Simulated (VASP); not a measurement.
Output of a VASP run:

File OSZICAR:
```
       N       E                     dE             d eps       ncg     rms          rms(c)
DAV:   1     0.384764387770E+02    0.38476E+02   -0.57292E+03  3044   0.211E+03
DAV:   2    -0.157823773332E+01   -0.40055E+02   -0.38128E+02  2974   0.200E+02
DAV:   3    -0.199632651400E+01   -0.41809E+00   -0.41728E+00  3533   0.293E+01
DAV:   4    -0.199908659501E+01   -0.27601E-02   -0.27597E-02  3611   0.215E+00
DAV:   5    -0.199911591212E+01   -0.29317E-04   -0.29317E-04  3554   0.180E-01    0.799E+00
DAV:   6    -0.134166441725E+01    0.65745E+00   -0.16322E+01  3122   0.968E+01    0.345E+00
DAV:   7    -0.103168970991E+01    0.30997E+00   -0.22988E+00  3174   0.360E+01    0.670E-01
DAV:   8    -0.101647696819E+01    0.15213E-01   -0.59540E-03  4134   0.101E+00    0.235E-01
DAV:   9    -0.101546143709E+01    0.10155E-02   -0.61904E-03  3307   0.172E+00    0.264E-02
DAV:  10    -0.101546952809E+01   -0.80910E-05   -0.27501E-05  4328   0.100E-01    0.969E-03
DAV:  11    -0.101546886804E+01    0.66004E-06   -0.20539E-06  3233   0.325E-02    0.346E-04
DAV:  12    -0.101546900517E+01   -0.13713E-06   -0.13233E-08  2018   0.156E-03    0.141E-04
DAV:  13    -0.101546902994E+01   -0.24767E-07   -0.38970E-09  1624   0.892E-04
   1 F= -.10154690E+01 E0= -.10154662E+01  d E =-.860665E-05
```

### OUTCAR
```
------------------------ aborting loop because EDIFF is reached ----------------------------------------
  FORCE on cell =-STRESS in cart. coord.  units (eV):
  Direction    XX          YY          ZZ          XY          YZ          ZX
  --------------------------------------------------------------------------------------
  Total        0.7474433      0.7474433      0.7474433      0.0000000     -0.0000000     -0.0000000
  in kB      110.9356606    110.9356606    110.9356606      0.0000000     -0.0000000     -0.0000000
  external PRESSURE =     110.9356606 kB  Pullay stress =       0.0000000 kB
  volume of cell :       10.79
      direct lattice vectors                 reciprocal lattice vectors
     0.000000000  1.754133129  1.754133129    -0.285041079  0.285041079  0.285041079
     1.754133129  0.000000000  1.754133129     0.285041079 -0.285041079  0.285041079
     1.754133129  1.754133129  0.000000000     0.285041079  0.285041079 -0.285041079
 POSITION                                       TOTAL-FORCE (eV/Angst)
 -----------------------------------------------------------------------------------
      0.00000      0.00000      0.00000        -0.000000     -0.000000      0.000000
 -----------------------------------------------------------------------------------
    total drift:                                0.000000     -0.000000      0.000000
  FREE ENERGIE OF THE ION-ELECTRON SYSTEM (eV)
  ---------------------------------------------------
  free  energy   TOTEN  =        -1.0154690299 eV

  energy  without entropy=       -1.0154604233  energy(sigma->0) =       -1.01546616
```
(Selected blocks of OUTCAR.)

POSCAR:
```
Cu
1
    0.0000000000     1.7541331287     1.7541331287
    1.7541331287     0.0000000000     1.7541331287
    1.7541331287     1.7541331287     0.0000000000
Cu
1
Direct
  0.0000000000   0.0000000000   0.0000000000
```

Question: Write an INCAR and KPOINTS that could have produced this output.

Answer: One answer among several that fit: the input of the run itself, vdW-DF-cx, plane waves, VASP's PBE PAW potentials (set 64).

INCAR:
```
AGGAC = 0.0
ALGO = Normal
EDIFF = 1E-7
ENCUT = 520
GGA = CX
ISIF = 2
ISMEAR = 1
LASPH = .TRUE.
LCHARG = .FALSE.
LMAXMIX = 4
LREAL = .FALSE.
LUSE_VDW = .TRUE.
LWAVE = .FALSE.
NELM = 100
PREC = Accurate
SIGMA = 0.1
SYSTEM = Cu
```

KPOINTS:
```
Automatic mesh
0
Gamma
17 17 17
0 0 0
```

POTCAR, in this order: Cu (PBE.64 set). Program: vasp_std.

The compound is Cu in the fcc structure. This cell is one point of a volume scan, at 0.94 of the reference volume.
